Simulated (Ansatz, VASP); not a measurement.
# Cross-check of PtSe2 (Sudovikovite) between VASP and Ansatz, part 2 of 2

Wanted: the spread between two codes on one cell, functional and k mesh. The cell is taken from a series of VASP runs on this material, whose earlier steps may have relaxed, scaled or displaced it; both programs get it as it stands.

VASP 6.6.1 and Ansatz 0.2.0.

So far: Set-up; VASP: band structure, PBEsol; Ansatz: band structure, PBEsol; Side by side.

## 5. VASP: band structure, PBEsol, spin-orbit coupling

Level of this step: PBEsol, spin-orbit coupling; plane waves and PAW (Pt, Se) (VASP).

A single point gives forces, pressure and levels at one fixed geometry, so differences don't come from the geometry; what else differs is listed under the comparison.

INCAR

```
SYSTEM = PtSe2
PREC = Accurate
ENCUT = 400
EDIFF = 1E-06
NELM = 100
ISMEAR = 0
SIGMA = 0.05
LREAL = .FALSE.
ALGO = Normal
GGA = PS
LNONCOLLINEAR = .TRUE.
MAGMOM = 0 0 0 0 0 0 0 0 0
NBANDS = 34
GGA_COMPAT = .FALSE.
LASPH = .TRUE.
LSORBIT = .TRUE.
LMAXMIX = 4
LORBIT = 11
LWAVE = .FALSE.
LCHARG = .FALSE.
KPAR = 2
```

POSCAR

```
PtSe2
1.0
    3.7623581480      0.0000000000      0.0000000000
   -1.8811790741      3.2582977344      0.0000000000
    0.0000000000      0.0000000000      4.8320308740
Pt Se
1 2
Direct
    0.0000000000      0.0000000000      0.0000000000
    0.3333333333      0.6666666667      0.2624743904
    0.6666666667      0.3333333333      0.7375256096
```

KPOINTS

```
Automatic mesh
0
Gamma
7 7 5
0 0 0
```

KPOINTS_OPT

```
Line mode
16
Line-mode
Reciprocal
  0.00000000   0.00000000   0.00000000 GAMMA
  0.50000000   0.00000000   0.00000000 M

  0.50000000   0.00000000   0.00000000 M
  0.33333333   0.33333333   0.00000000 K

  0.33333333   0.33333333   0.00000000 K
  0.00000000   0.00000000   0.00000000 GAMMA

  0.00000000   0.00000000   0.00000000 GAMMA
  0.00000000   0.00000000   0.50000000 A

  0.00000000   0.00000000   0.50000000 A
  0.50000000   0.00000000   0.50000000 L

  0.50000000   0.00000000   0.50000000 L
  0.33333333   0.33333333   0.50000000 H

  0.33333333   0.33333333   0.50000000 H
  0.00000000   0.00000000   0.50000000 A

  0.50000000   0.00000000   0.50000000 L
  0.50000000   0.00000000   0.00000000 M

  0.33333333   0.33333333   0.00000000 K
  0.33333333   0.33333333   0.50000000 H
```

Potentials, in the order of the species: Pt and Se (PBE family, release 64).

Run with:

```bash
$ mpirun -np 2 vasp_ncl
```

Numbers of over 12 decimals in the logs are rounded to 6 here.

Output:

```text
[banner, memory and clock lines left out]
running    2 mpi-ranks, on    1 nodes
[...]
[... a notice as in an earlier step ...]

 LDA part: xc-table for (Slater+PW92), standard interpolation
 POSCAR, INCAR and KPOINTS ok, starting setup
[...]
entering main loop
       N       E                     dE             d eps       ncg     rms          rms(c)
DAV:   1     0.994797240075E+02    0.99480E+02   -0.84461E+03  2176   0.930E+02
DAV:   2    -0.111756001819E+02   -0.11066E+03   -0.10509E+03  2596   0.207E+02
DAV:   3    -0.170936903730E+02   -0.59181E+01   -0.58149E+01  2648   0.464E+01
DAV:   4    -0.171562910836E+02   -0.62601E-01   -0.62503E-01  2558   0.524E+00
[...]
DAV:  11    -0.163020766863E+02   -0.18371E-04   -0.36447E-04  2448   0.134E-01    0.347E-02
DAV:  12    -0.163020755161E+02    0.11701E-05   -0.16296E-05  2508   0.379E-02    0.169E-02
DAV:  13    -0.163020758456E+02   -0.32952E-06   -0.11875E-06  1732   0.775E-03
   1 F= -.16302076E+02 E0= -.16300888E+02  d E =-.237525E-02  mag=    -0.0000    -0.0000     0.0000
 Start KPOINTS_OPT (optional k-point list driver)
k-point batch [1-32\144]
       N       E                     dE             ncg
DAV:   1     0.414552261292E+04   -0.96284E+04     2200
DAV:   2     0.668932202709E+03   -0.34766E+04     2636
DAV:   3     0.498261273534E+03   -0.17067E+03     2538
DAV:   4     0.496619475851E+03   -0.16418E+01     2490
DAV:   5     0.496593322466E+03   -0.26153E-01     2576
DAV:   6     0.496592684282E+03   -0.63818E-03     2458
DAV:   7     0.496592663337E+03   -0.20945E-04     2474
DAV:   8     0.496592662703E+03   -0.63364E-06     1734
[...]
k-point batch [129-144\144]
       N       E                     dE             ncg
DAV:   1     0.117721928457E+05   -0.92059E+04     1120
DAV:   2     0.100620425943E+05   -0.17102E+04     1274
DAV:   3     0.998352838898E+04   -0.78514E+02     1342
DAV:   4     0.998279709695E+04   -0.73129E+00     1302
DAV:   5     0.998278578490E+04   -0.11312E-01     1272
DAV:   6     0.998278547318E+04   -0.31172E-03     1352
DAV:   7     0.998278546346E+04   -0.97155E-05     1266
DAV:   8     0.998278546318E+04   -0.28390E-06      972
```

From OUTCAR (step 5):

```text
  Total        0.0344195      0.0344195      0.2629152     -0.0000000      0.0000000     -0.0000000
  in kB        0.9309667      0.9309667      7.1112457     -0.0000000      0.0000000     -0.0000000
  external PRESSURE =       2.9910597 kB  Pullay stress =       0.0000000 kB

 POSITION                                       TOTAL-FORCE (eV/Angst)
 -----------------------------------------------------------------------------------
      0.00000      0.00000      0.00000         0.000000      0.000000     -0.000000
     -0.00000      2.17220      1.26828        -0.000000     -0.000000      0.021137
      1.88118      1.08610      3.56375        -0.000000      0.000000     -0.021137
 -----------------------------------------------------------------------------------
    total drift:                               -0.000000      0.000000      0.000000

  FREE ENERGIE OF THE ION-ELECTRON SYSTEM (eV)
  ---------------------------------------------------
  free  energy   TOTEN  =       -16.3020758456 eV

  energy  without entropy=      -16.2997005964  energy(sigma->0) =      -16.30088822

 magnetization (x)
# of ion       s       p       d       tot
------------------------------------------
    1       -0.000   0.000   0.000   0.000
    2        0.000   0.000   0.000   0.000
    3        0.000   0.000   0.000   0.000
--------------------------------------------------
tot         -0.000   0.000   0.000   0.000

 magnetization (y)
# of ion       s       p       d       tot
------------------------------------------
    1        0.000   0.000   0.000   0.000
    2        0.000   0.000   0.000   0.000
    3        0.000   0.000   0.000   0.000
--------------------------------------------------
tot          0.000   0.000   0.000   0.000

 magnetization (z)
# of ion       s       p       d       tot
------------------------------------------
    1        0.000   0.000   0.000   0.000
    2        0.000   0.000   0.000   0.000
    3        0.000   0.000   0.000   0.000
--------------------------------------------------
tot          0.000   0.000   0.000   0.000

[... 1 part as in an earlier step ...]

[... 2 further parts left out ...]
[key lines of the parts left out:]
E-fermi :   6.7215
```

The run ends at a pressure of 0.30 GPa, with forces up to 0.021 eV/Å.

## 6. Ansatz: band structure, PBEsol, spin-orbit coupling

The same cell, functional, mesh and smearing now go to Ansatz, which takes its cutoff from its data sets.

The cell is taken from a series of VASP runs on this material, whose earlier steps may have relaxed, scaled or displaced it; both programs get it as it stands.

input.yaml

```yaml
crystal:
  lattice:
    - [3.762358148, 0.0, 0.0]
    - [-1.8811790741, 3.2582977344, 0.0]
    - [0.0, 0.0, 4.832030874]
  atoms:
    - { symbol: Pt, position: [0.0, 0.0, 0.0] }
    - { symbol: Se, position: [0.3333333333, 0.6666666667, 0.2624743904] }
    - { symbol: Se, position: [0.6666666667, 0.3333333333, 0.7375256096] }
hamiltonian:
  xc: pbesol
  pseudopotentials: { kind: paw_fr }
magnetization:
  noncollinear: true
  spin_orbit: true
kpoints:
  mp_grid: { grid: [7, 7, 5] }
  band_path:
    path:
      - [0.0, 0.0, 0.0]
      - [0.13333, 0.0, 0.0]
      - [0.3, 0.0, 0.0]
      - [0.46667, 0.0, 0.0]
      - [0.46667, 0.06667, 0.0]
      - [0.41111, 0.17778, 0.0]
      - [0.35556, 0.28889, 0.0]
      - [0.28889, 0.28889, 0.0]
      - [0.17778, 0.17778, 0.0]
      - [0.06667, 0.06667, 0.0]
      - [0.0, 0.0, 0.03333]
      - [0.0, 0.0, 0.2]
      - [0.0, 0.0, 0.36667]
      - [0.0, 0.0, 0.5]
      - [0.16667, 0.0, 0.5]
      - [0.3, 0.0, 0.5]
      - [0.46667, 0.0, 0.5]
      - [0.46667, 0.06667, 0.5]
      - [0.41111, 0.17778, 0.5]
      - [0.35556, 0.28889, 0.5]
      - [0.28889, 0.28889, 0.5]
      - [0.17778, 0.17778, 0.5]
      - [0.06667, 0.06667, 0.5]
      - [0.5, 0.0, 0.46667]
      - [0.5, 0.0, 0.3]
      - [0.5, 0.0, 0.13333]
      - [0.33333, 0.33333, 0.0]
      - [0.33333, 0.33333, 0.16667]
      - [0.33333, 0.33333, 0.33333]
      - [0.33333, 0.33333, 0.5]
    npoints: 1
scf:
  occupations: { method: gaussian, width: 0.05 }
  n_extra_bands: 14
output:
  forces: true
  stress: true
  eigenvalues: true
```

Run with:

```bash
$ ansatz run input.yaml --threads 2 --pin off --max-ram 4608MiB --backend cpu --events-out ev --progress --plain --runs-dir out
```

Output:

```text
[...]
non-collinear run that drives no moment, with spin-orbit: no starting moment large enough to seed its density (crystal.atoms[].spin), no starting occupations that ask for one, no magnetisation constraint and no magnetic field, so the semilocal B_xc is pinned to zero
Crystal: 3 atoms, lattice volume = 59.235 Å³
[...]
k-point 1: bands = [... 46 lower, 12.5127, 12.5127, 13.3847, 13.3847, 15.1425, 15.1425, 15.2070, 15.2070, ... 10 higher]
  k-point 2: bands = [... 46 lower, 12.1218, 12.1218, 12.1575, 12.1575, 15.8196, 15.8196, 15.8656, 15.8656, ... 10 higher]
  k-point 31: bands = [... 46 lower, 11.0591, 11.0591, 11.4858, 11.4858, 15.2794, 15.2794, 15.8368, 15.8368, ... 10 higher]
[key lines of the parts left out:]
SCF converged after 8 iterations
Magnetization: |M| = 0.0000 μB,  M = (+0.0000, +0.0000, +0.0000) μB
Free energy (F): -23267.719592 eV
Fermi energy:    13.694407 eV
P = ⅓ Tr σ = 0.1324 GPa (1.324 kbar)
```

Wall time 39 s (2 threads of Arm Neoverse N1, shared host); peak memory 0.58 GiB.

## 7. Side by side

What differs besides the data sets and the points named for the pairs above, as far as they apply: spin-orbit coupling enters by fully relativistic files in Ansatz and inside the spheres in VASP; the data sets hold 50 valence electrons in Ansatz (fully relativistic PAW (standard-fr) files) and 22 in VASP. Total energies have different zeros and are not compared.

Compared:

| quantity | Ansatz | VASP | difference |
| --- | --- | --- | --- |
| pressure (GPa) | 0.13 | 0.30 | -0.17 |

At this near-relaxed geometry the largest component of a force difference is 32 meV/Å. Levels from 3 eV below to 2 eV above the Fermi level differ by 13 meV r.m.s. and 36 meV at most; each VASP level is matched to the nearest of Ansatz, which flatters the figure a little. Ansatz's pressure holds a Pulay correction of 0.03 GPa; VASP's holds none.

## 8. Other set-ups

Further runs change the set-up of one program: Ansatz's method, potentials or start, or VASP's data sets, cutoff or form of LDA. The table gives Ansatz less VASP for each quantity, since a change that brings one quantity closer may part another.

| run | r.m.s. force difference (meV/Å) | pressure (GPa) |
| --- | --- | --- |
| as above | 15 | -0.17 |
| cores kept as stored | 13 | -0.13 |
| Ansatz's larger PAW set (cutoff 900 eV) | 16 | -0.18 |
| norm-conserving potentials (cutoff 1170 eV) | 8.4 | -0.049 |

## 9. Summary of results

| Item | Value |
| --- | --- |
| r.m.s. difference of levels near the Fermi level (band structure, PBEsol) | 4 meV |
| r.m.s. force difference (band structure, PBEsol) | 7.8 meV/Å |
| r.m.s. force difference (band structure, PBEsol, spin-orbit coupling) | 15 meV/Å |

What this shows: The r.m.s. force difference is 15 meV/Å (band structure, PBEsol, spin-orbit coupling), beyond the 12 meV/Å picked in this series as the mark of a large difference. Band structure, PBEsol, spin-orbit coupling, norm-conserving potentials (cutoff 1170 eV): r.m.s. force difference goes from 15 to 8.4 meV/Å; the difference in pressure goes from -0.17 to -0.049 GPa. 2 further runs of this series are not shown here. How closely two codes agree says nothing of how well the functional describes the real material.

[Lines on the potential files, build, host, timing and source positions are cut from VASP's logs without a mark.]

[Logs are printed without paths, hosts, clocks, repeated set-up lines and the standing remarks that a program may print on its own settings, such as how far it seeks lower states.]

[Hosts, paths, dates, database ids (printed as entryN), source tags and the programs' standing remarks are cut or masked in the printed files.]
